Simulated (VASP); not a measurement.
These are PBEsol GGA, VASP's PBE PAW potentials (set 64) (plane waves; VASP 6.6.1) values and carry that method's errors.

VASP ran on this input.

INCAR:
```
LWAVE=.FALSE.
LASPH=.TRUE.
LREAL=.FALSE.   # projection in real space or not
GGA=PS   # PBEsol
PREC=Accurate
LMAXMIX=4   # l cut-off of mixed one-centre charges
EDIFF=1E-6   # SCF stop (eV)
ENCUT=300
NELM=100
ISMEAR=0
LCHARG=.FALSE.
SIGMA=0.1
ISIF=2
SYSTEM=Ca(AlGe)2
ALGO=Normal   # blocked Davidson
```

**KPOINTS**
```
Automatic mesh
0
Gamma
9 9 5
0 0 0
```

File POSCAR:
```
Ca(AlGe)2
4.169670
  1.0000000000   0.0000000000   0.0000000000
 -0.5000000000   0.8660253689   0.0000000000
  0.0000000000   0.0000000000   1.7156537568
Ca Al Ge
1 2 2
Cart
  0.0000000000   0.0000000000   0.0000000000
  0.5000005000   0.2886748343   0.6385834848
 -0.0000005000   0.5773505346   1.0770702720
 -0.0000005000   0.5773505346   0.4495699104
  0.5000005000   0.2886748343   1.2660838463
```

POTCAR, in this order: Ca_sv Al Ge_d (PBE.64 set). Program: vasp_std.

Task: What will the output report for the number of irreducible k-points (NKPTS), largest plane-wave count, number of space-group operations, FFT grid (NGX, NGY, NGZ)?

Result: 
```yaml
number of irreducible k-points (NKPTS): 50
largest_plane_wave_count: 1286
number_of_space_group_operations: 12
FFT grid (NGX, NGY, NGZ): 24 × 24 × 40
```

The structure comes from a computed database's Al2CaGe2 entry (P-3m1); how it stands against other phases isn't given here. The cell was not relaxed at this level.
